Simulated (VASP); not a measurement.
```yaml
crystal:
  lattice:
    - [0.00000, 3.70500, 3.70500]
    - [3.70500, 0.00000, 3.70500]
    - [3.70500, 3.70500, 0.00000]
  atoms:
    - { symbol: K, position: [0.25000, 0.25000, 0.25000] }
    - { symbol: K, position: [0.75000, 0.75000, 0.75000] }
    - { symbol: S, position: [0.00000, 0.00000, 0.00000] }
```

The numbers are results of PBE GGA with D4 dispersion, VASP's PBE PAW potentials (set 64) (plane waves; VASP 6.6.1), not measurements. Numerical set-up: 520 eV cut-off, Gaussian smearing of 0.050 eV, potentials K_sv S.

Give the energies of bands 10 to 15 at the high-symmetry points, in eV from the valence-band maximum.

```
band      Γ      X      U      L      W
----  -----  -----  -----  -----  -----
10    -0.19  -0.74  -0.55  -0.62  -0.38
11    -0.19   0.00  -0.21  -0.07  -0.38
12    -0.19   0.00  -0.01  -0.07  -0.01
13     2.38   3.51   3.73   4.71   3.72
14     5.46   5.29   5.45   5.01   5.76
15     5.46   6.58   6.29   5.82   5.76
```

The gap is indirect, 2.38 eV, from the valence maximum at X to the conduction minimum at Γ.

The compound is K2S in the antifluorite structure. The cell was not relaxed at this level.
